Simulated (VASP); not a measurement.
Calculation: PW91 GGA, VASP's PBE PAW potentials (set 64) (plane waves; VASP).

VASP input:

### POSCAR
```
As
1.0
  3.7345884868  -1.9118840426  -0.0025287732
  3.7345884868   1.9118840426  -0.0025287732
  2.7579615043   0.0000000000   3.1616616883
As
2
Direct
  0.2270249098   0.2270249098   0.2270249098
  0.7729750902   0.7729750902   0.7729750902
```

**KPOINTS**
```
Automatic mesh
0
Gamma
13 13 13
0 0 0
```

**INCAR**
```
# general
SYSTEM =As
PREC   =Accurate
ENCUT  =520
LREAL  =.FALSE.
LASPH  =.TRUE.

# electronic loop
EDIFF  =1E-7
NELM   =100
ALGO   =Normal
LMAXMIX=4

# smearing
ISMEAR =-5

# functional
GGA    =91

# ions
ISIF   =2

# output
LWAVE  =.FALSE.
LCHARG =.TRUE.
LORBIT =11
NEDOS  =601
```

POTCAR, in this order: As (PBE.64 set). Program: vasp_std.

The resulting files:

**OSZICAR**
```
       N       E                     dE             d eps       ncg     rms          rms(c)
DAV:   1     0.313435913328E+02    0.31344E+02   -0.42964E+03  4158   0.918E+02
DAV:   2    -0.803973172877E+01   -0.39383E+02   -0.38702E+02  6384   0.123E+02
DAV:   3    -0.938760849784E+01   -0.13479E+01   -0.13456E+01  4858   0.272E+01
DAV:   4    -0.939509105555E+01   -0.74826E-02   -0.74650E-02  5009   0.213E+00
DAV:   5    -0.939511194551E+01   -0.20890E-04   -0.20652E-04  4651   0.108E-01    0.312E+00
DAV:   6    -0.938440551507E+01    0.10706E-01   -0.64966E-03  4607   0.601E-01    0.187E+00
DAV:   7    -0.937938240304E+01    0.50231E-02   -0.13550E-02  4445   0.893E-01    0.906E-02
DAV:   8    -0.937944818369E+01   -0.65781E-04   -0.58383E-04  4272   0.174E-01    0.330E-02
DAV:   9    -0.937948261162E+01   -0.34428E-04   -0.60537E-05  4760   0.623E-02    0.153E-02
DAV:  10    -0.937948253294E+01    0.78680E-07   -0.44704E-06  4667   0.141E-02    0.379E-03
DAV:  11    -0.937948233321E+01    0.19972E-06   -0.85131E-07  4301   0.744E-03    0.110E-03
DAV:  12    -0.937948241663E+01   -0.83419E-07   -0.76574E-08  2410   0.196E-03
   1 F= -.93794824E+01 E0= -.93794824E+01  d E =0.000000E+00
```

OUTCAR:
```
------------------------ aborting loop because EDIFF is reached ----------------------------------------
  FORCE on cell =-STRESS in cart. coord.  units (eV):
  Direction    XX          YY          ZZ          XY          YZ          ZX
  --------------------------------------------------------------------------------------
  Total       -0.0069207      0.0156353      0.0134865      0.0000000      0.0000000     -0.0069619
  in kB       -0.2454436      0.5545116      0.4783041      0.0000000      0.0000000     -0.2469061
  external PRESSURE =       0.2624573 kB  Pullay stress =       0.0000000 kB
  volume of cell :       45.18
      direct lattice vectors                 reciprocal lattice vectors
     3.734588487 -1.911884043 -0.002528773     0.133804526 -0.261522137 -0.116719551
     3.734588487  1.911884043 -0.002528773     0.133804526  0.261522137 -0.116719551
     2.757961504  0.000000000  3.161661688     0.000214040  0.000000000  0.316102665
 POSITION                                       TOTAL-FORCE (eV/Angst)
 -----------------------------------------------------------------------------------
      2.32182      0.00000      0.71663        -0.013412      0.000000     -0.004140
      7.90532      0.00000      2.43998         0.013412      0.000000      0.004140
 -----------------------------------------------------------------------------------
    total drift:                                0.000000     -0.000000      0.000000
  FREE ENERGIE OF THE ION-ELECTRON SYSTEM (eV)
  ---------------------------------------------------
  free  energy   TOTEN  =        -9.3794824166 eV

  energy  without entropy=       -9.3794824166  energy(sigma->0) =       -9.37948242

 total charge

# of ion       s       p       d       tot
------------------------------------------
    1        1.306   1.335   0.043   2.684
    2        1.306   1.335   0.043   2.684
--------------------------------------------------
tot          2.611   2.671   0.086   5.368
```
(Selected blocks of OUTCAR.)

For a metal the tetrahedron method with Blöchl corrections gives inexact stress and forces.

The compound is As in the a7 structure. It was relaxed first.
